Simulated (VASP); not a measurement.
Cd:

```
CELL_PARAMETERS angstrom
2.95847 0.00000 0.00000
-1.47924 2.56211 0.00000
0.00000 0.00000 5.88593
ATOMIC_POSITIONS crystal
Cd 0.33333 0.66667 0.25000
Cd 0.66667 0.33333 0.75000
```

```yaml
Program: VASP 6.6.1
Task: relaxation of cell and atoms
Functional: PBEsol
Potentials_or_basis: VASP PAW PBE potentials, release 64 (Cd)
Cutoff: 580 eV
k_mesh: 18 × 18 × 8
Occupations: gaussian, width 0.1 eV
Spin: no spin polarisation
```

At the start: pressure -2.1 GPa; volume 22.31 Å³/atom.

Question: How do energy, volume and symmetry change on relaxing?

Answer: Over 12 steps the energy falls by 10.6 meV/atom and the volume is 21.13 Å³/atom (-5.3 %); space group P6_3/mmc (No. 194, to 0.05 Å).

Step by step:
| step | energy change (eV) | largest force (eV/Å) | pressure (GPa) | volume (Å³) |
| --- | --- | --- | --- | --- |
| 1 | 0.0000 | 0.0000 | -2.08 | 44.62 |
| 2 | -0.0145 | 0.0000 | 0.09 | 42.77 |
| 3 | -0.0145 | 0.0000 | 0.28 | 42.63 |
| 4 | -0.0194 | 0.0000 | 0.18 | 42.42 |
| 5 | -0.0208 | 0.0000 | 0.16 | 42.26 |
| 6 | -0.0210 | 0.0000 | 0.16 | 42.20 |
| 7 | -0.0211 | 0.0000 | 0.19 | 42.15 |
| 8 | -0.0211 | 0.0000 | -0.14 | 42.36 |
| 9 | -0.0211 | 0.0000 | -0.04 | 42.26 |
| 10 | -0.0211 | 0.0000 | 0.03 | 42.24 |
| 11 | -0.0211 | 0.0000 | 0.03 | 42.25 |
| 12 | -0.0211 | 0.0000 | 0.02 | 42.25 |

Final structure:
```yaml
crystal:
  lattice:
    - [2.95029, 0.00000, 0.00000]
    - [-1.47515, 2.55503, 0.00000]
    - [0.00000, 0.00000, 5.60505]
  atoms:
    - { symbol: Cd, position: [0.33333, 0.66667, 0.25000] }
    - { symbol: Cd, position: [0.66667, 0.33333, 0.75000] }
```

Caveat: the PAW data sets were made with another functional, which shifts forces and pressure a little.
